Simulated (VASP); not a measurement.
Output of a VASP run:

File OSZICAR:
```
       N       E                     dE             d eps       ncg     rms          rms(c)
DAV:   1     0.350525185563E+02    0.35053E+02   -0.86006E+03   424   0.122E+03
DAV:   2    -0.690643990278E+02   -0.10412E+03   -0.99493E+02   461   0.280E+02
DAV:   3    -0.733355977864E+02   -0.42712E+01   -0.42512E+01   501   0.591E+01
DAV:   4    -0.733765029526E+02   -0.40905E-01   -0.40900E-01   564   0.516E+00
DAV:   5    -0.733766102168E+02   -0.10726E-03   -0.10726E-03   506   0.255E-01    0.533E+00
DAV:   6    -0.689147606266E+02    0.44618E+01   -0.48145E+00   416   0.343E+01    0.742E+00
DAV:   7    -0.685944290312E+02    0.32033E+00   -0.35086E-01   416   0.920E+00    0.396E+00
DAV:   8    -0.684921027013E+02    0.10233E+00   -0.13155E-01   416   0.518E+00    0.159E+00
DAV:   9    -0.685498492059E+02   -0.57747E-01   -0.28957E-01   416   0.615E+00    0.371E-01
DAV:  10    -0.685676892038E+02   -0.17840E-01   -0.29932E-02   416   0.234E+00    0.323E-01
DAV:  11    -0.686208593910E+02   -0.53170E-01   -0.55329E-02   416   0.288E+00    0.102E-01
DAV:  12    -0.686221445598E+02   -0.12852E-02   -0.44513E-03   421   0.915E-01    0.113E-01
DAV:  13    -0.686178182347E+02    0.43263E-02   -0.14761E-02   416   0.176E+00    0.921E-02
DAV:  14    -0.686222540272E+02   -0.44358E-02   -0.64512E-03   416   0.125E+00    0.660E-02
DAV:  15    -0.686223854556E+02   -0.13143E-03   -0.36929E-04   426   0.194E-01    0.546E-02
DAV:  16    -0.686225513486E+02   -0.16589E-03   -0.94567E-05   426   0.135E-01    0.410E-02
DAV:  17    -0.686226036615E+02   -0.52313E-04   -0.16529E-04   416   0.174E-01    0.194E-02
DAV:  18    -0.686225889843E+02    0.14677E-04   -0.49791E-05   446   0.835E-02    0.160E-02
DAV:  19    -0.686225913248E+02   -0.23405E-05   -0.19511E-05   416   0.632E-02    0.158E-02
DAV:  20    -0.686226076411E+02   -0.16316E-04   -0.80700E-07   318   0.115E-02    0.206E-03
DAV:  21    -0.686226133603E+02   -0.57192E-05   -0.14799E-06   325   0.183E-02    0.504E-03
DAV:  22    -0.686226080269E+02    0.53334E-05   -0.31394E-07   218   0.674E-03    0.254E-03
DAV:  23    -0.686226055889E+02    0.24380E-05   -0.61897E-08   208   0.251E-03    0.123E-03
DAV:  24    -0.686226038213E+02    0.17676E-05   -0.31854E-08   208   0.243E-03    0.185E-04
DAV:  25    -0.686226042520E+02   -0.43069E-06   -0.57699E-09   208   0.991E-04
   1 F= -.68622604E+02 E0= -.68622604E+02  d E =-.686226E+02
```

### OUTCAR
```
------------------------ aborting loop because EDIFF is reached ----------------------------------------
  FORCE on cell =-STRESS in cart. coord.  units (eV):
  Direction    XX          YY          ZZ          XY          YZ          ZX
  --------------------------------------------------------------------------------------
  Total       -0.0015766     -0.0015766     -0.0015766     -0.0000000      0.0000000      0.0000000
  in kB       -0.0362294     -0.0362294     -0.0362294     -0.0000000      0.0000000      0.0000000
  external PRESSURE =      -0.0362294 kB  Pullay stress =       0.0000000 kB
  volume of cell :       69.72
      direct lattice vectors                 reciprocal lattice vectors
     0.000000000  3.266712654  3.266712654    -0.153059070  0.153059070  0.153059070
     3.266712654  0.000000000  3.266712654     0.153059070 -0.153059070  0.153059070
     3.266712654  3.266712654  0.000000000     0.153059070  0.153059070 -0.153059070
  FREE ENERGIE OF THE ION-ELECTRON SYSTEM (eV)
  ---------------------------------------------------
  free  energy   TOTEN  =       -68.6226042520 eV

  energy  without entropy=      -68.6226042519  energy(sigma->0) =      -68.62260425

 reached required accuracy - stopping structural energy minimisation
```
(Selected blocks of OUTCAR.)

### POSCAR
```
CdTe
1
    0.0000000000     3.2667126536     3.2667126536
    3.2667126536     0.0000000000     3.2667126536
    3.2667126536     3.2667126536     0.0000000000
Cd Te
1 1
Direct
  0.0000000000   0.0000000000   0.0000000000
  0.2500000000   0.2500000000   0.2500000000
```

Question: Reconstruct the remaining input files.

Answer: One answer among several that fit: the input of the run itself, SCAN meta-GGA, plane waves, VASP's PBE PAW potentials (set 64).

**INCAR**
```
ALGO  =  Normal
EDIFF  =  1E-6
EDIFFG  =  -0.01
ENCUT  =  520
IBRION  =  2
ISIF  =  3
ISMEAR  =  0
LASPH  =  .True.
LCHARG  =  .False.
LMAXMIX  =  4
LMIXTAU  =  .True.
LREAL  =  .False.
LWAVE  =  .False.
METAGGA  =  SCAN
NELM  =  100
NSW  =  60
PREC  =  Accurate
SIGMA  =  0.05
SYSTEM  =  CdTe
```

**KPOINTS**
```
Automatic
0
gamma
 6 6 6
```

POTCAR, in this order: Cd Te (PBE.64 set). Program: vasp_std.

The compound is CdTe in the zinc blende structure. It was relaxed first. The start is the result of an earlier pass.
